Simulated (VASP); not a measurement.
Runs of VASP 6.6.1 on NiF. Symmetry: F-43m, No. 216, cubic system. The conventional cell has a = 4.670 Å, b = 4.670 Å, c = 4.670 Å, α = 90.00°, β = 90.00°, γ = 90.00°. Around Ni (site symmetry -43m) lie 4 F at 2.02 Å. Around F (site symmetry -43m) lie 4 Ni at 2.02 Å. The cell was built by a generator and needn't be a form met in nature.

```tsv
cell	target pressure	gap on the mesh (eV)	pressure (GPa)	moment (μB)
relaxed to 20 GPa	20 GPa	none	19.9	(a)
relaxed to 5 GPa	5 GPa	none	4.9	1.13
relaxed to 2 GPa	2 GPa	none	1.9	1.14
relaxed to 30 GPa	30 GPa	none	30.0	1.09
relaxed to 10 GPa	10 GPa	none	10.0	1.12
relaxed	-	none	0.0	(b)
```

Alike in all rows: task relaxation of cell and atoms; level LDA; potentials or basis VASP PAW LDA potentials, release 64 (Ni, F); spin collinear, ferromagnetic start; k mesh 7 × 7 × 7; cutoff (eV) 600; smearing fermi-dirac 0.05 eV.

Q: Fill in the values left out.

A: (a) 1.10; (b) 1.15.

Caveats: a cell with one magnetic atom can't hold antiferromagnetic order, which such compounds often take; semilocal functionals often make such compounds metallic where correlation or magnetic order opens a gap, which also shifts bond lengths; the cell is relaxed towards a set pressure, so the enthalpy falls and the energy may rise (some runs).

A gap of «none» marks a metal or a gap under the smearing width.
